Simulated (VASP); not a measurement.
Computed with PBE GGA, VASP's PBE PAW potentials (set 64) (plane waves; VASP 6.6.1).

The input files of a VASP run:

KPOINTS:
```
K-points
0
gamma
 14 14 14
```

### INCAR
```
SYSTEM  =  ZrC
PREC  =  Accurate; ENCUT  =  620; LREAL  =  F
LASPH  =  T
EDIFF  =  1E-6; NELM  =  100; ALGO  =  Normal
LMAXMIX  =  4
ISMEAR  =  1; SIGMA  =  0.1
GGA  =  PE
IBRION  =  2; NSW  =  40; ISIF  =  3
EDIFFG  =  -0.02; PSTRESS  =  450
LWAVE  =  F; LCHARG  =  F
```

File POSCAR:
```
ZrC
1
    0.0000000000     2.2403172822     2.2403172822
    2.2403172822     0.0000000000     2.2403172822
    2.2403172822     2.2403172822     0.0000000000
Zr C
1 1
Direct
  0.0000000000   0.0000000000   1.0000000000
  0.5000000000   0.5000000000   0.5000000000
```

POTCAR, in this order: Zr_sv C (PBE.64 set). Program: vasp_std.

Output

OSZICAR:
```
       N       E                     dE             d eps       ncg     rms          rms(c)
DAV:   1     0.126476838782E+03    0.12648E+03   -0.10213E+04  2496   0.157E+03
DAV:   2    -0.159762127756E+02   -0.14245E+03   -0.13436E+03  2932   0.366E+02
DAV:   3    -0.220550420192E+02   -0.60788E+01   -0.59524E+01  3604   0.683E+01
DAV:   4    -0.222871171120E+02   -0.23208E+00   -0.23171E+00  3204   0.127E+01
DAV:   5    -0.222936045992E+02   -0.64875E-02   -0.64873E-02  3592   0.175E+00    0.285E+01
DAV:   6    -0.190601808554E+02    0.32334E+01   -0.13929E+01  2792   0.287E+01    0.117E+01
DAV:   7    -0.190103037298E+02    0.49877E-01   -0.46783E-01  2876   0.606E+00    0.814E+00
DAV:   8    -0.190135099173E+02   -0.32062E-02   -0.88644E-02  2884   0.298E+00    0.172E+00
DAV:   9    -0.190102508370E+02    0.32591E-02   -0.20727E-02  2976   0.988E-01    0.511E-01
DAV:  10    -0.190105317450E+02   -0.28091E-03   -0.16837E-03  2836   0.533E-01    0.338E-01
DAV:  11    -0.190104261172E+02    0.10563E-03   -0.36044E-04  2812   0.160E-01    0.126E-02
DAV:  12    -0.190104234955E+02    0.26217E-05   -0.81817E-06  3800   0.300E-02    0.127E-02
DAV:  13    -0.190104230804E+02    0.41508E-06   -0.28971E-07  1520   0.532E-03
   1 F= -.12694156E+02 E0= -.12694133E+02  d E =-.126942E+02
```

### OUTCAR
```
------------------------ aborting loop because EDIFF is reached ----------------------------------------
  FORCE on cell =-STRESS in cart. coord.  units (eV):
  Direction    XX          YY          ZZ          XY          YZ          ZX
  --------------------------------------------------------------------------------------
  Total        6.3035143      6.3035143      6.3035143      0.0000000      0.0000000     -0.0000000
  in kB      449.0914002    449.0914002    449.0914002      0.0000000      0.0000000     -0.0000000
  external PRESSURE =      -0.9085998 kB  Pullay stress =     450.0000000 kB
  volume of cell :       22.49
      direct lattice vectors                 reciprocal lattice vectors
     0.000000000  2.240317282  2.240317282    -0.223182673  0.223182673  0.223182673
     2.240317282  0.000000000  2.240317282     0.223182673 -0.223182673  0.223182673
     2.240317282  2.240317282  0.000000000     0.223182673  0.223182673 -0.223182673
 POSITION                                       TOTAL-FORCE (eV/Angst)
 -----------------------------------------------------------------------------------
      0.00000      0.00000      0.00000         0.000000      0.000000      0.000000
      2.24032      2.24032      2.24032         0.000000      0.000000      0.000000
 -----------------------------------------------------------------------------------
    total drift:                                0.000000      0.000000      0.000000
  FREE ENERGIE OF THE ION-ELECTRON SYSTEM (eV)
  ---------------------------------------------------
  free  energy   TOTEN  =       -19.0104230804 eV

  energy  without entropy=      -19.0103565345  energy(sigma->0) =      -19.01040090
  enthalpy is  TOTEN    =       -12.6941555822 eV   P V=        6.3162674982

 reached required accuracy - stopping structural energy minimisation
```
(Selected blocks of OUTCAR.)

The compound is ZrC in the rock salt structure. It was relaxed first under an external pressure of 45 GPa.
